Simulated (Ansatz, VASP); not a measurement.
# YBRh3 (Pm-3m, 5 atoms in the cell) computed with different codes at matched settings

Self-consistent single point.

```yaml
crystal:
  lattice:
    - [4.17882, 0.00000, 0.00000]
    - [0.00000, 4.17882, 0.00000]
    - [0.00000, 0.00000, 4.17882]
  atoms:
    - { symbol: Y, position: [0.00000, 0.00000, 0.00000] }
    - { symbol: B, position: [0.50000, 0.50000, 0.50000] }
    - { symbol: Rh, position: [0.00000, 0.50000, 0.50000] }
    - { symbol: Rh, position: [0.50000, 0.00000, 0.50000] }
    - { symbol: Rh, position: [0.50000, 0.50000, 0.00000] }
```

Shared settings, as Ansatz (a quantum-chemistry and plane-wave program) writes them: kpoints.mp_grid.grid = 7 7 7; magnetization.spin_orbit = true; scf.occupations.method = gaussian; scf.occupations.width = 0.136 eV. Potentials and cutoffs stand in the table.

| code | model | pressure (GPa) | cutoff |
|---|---|---|---|
| Ansatz | PBEsol with spin-orbit coupling, PAW files made with PBE | -4.09 | default |
| VASP | PBEsol, spin-orbit coupling, VASP's PBE PAW potentials (set 64) | -4.60 | 400 eV |

The spread over the programs that give each value: pressure within 0.51 GPa.

Ansatz's pressure is given at a fixed set of plane waves, as the other plane-wave codes print theirs; with its correction for the finite basis it is -3.96 GPa.

VASP's run is marked for a possible Pulay error in its stress at this cutoff; no cutoff test was made.

The starting cell comes from a database of computed structures (which also holds hypothetical and non-ambient phases and stackings), without a prior relaxation at this level.

Left out of this page: Elk and SIESTA (not drawn, or without a comparable value).

Keys are those of Ansatz 0.2.
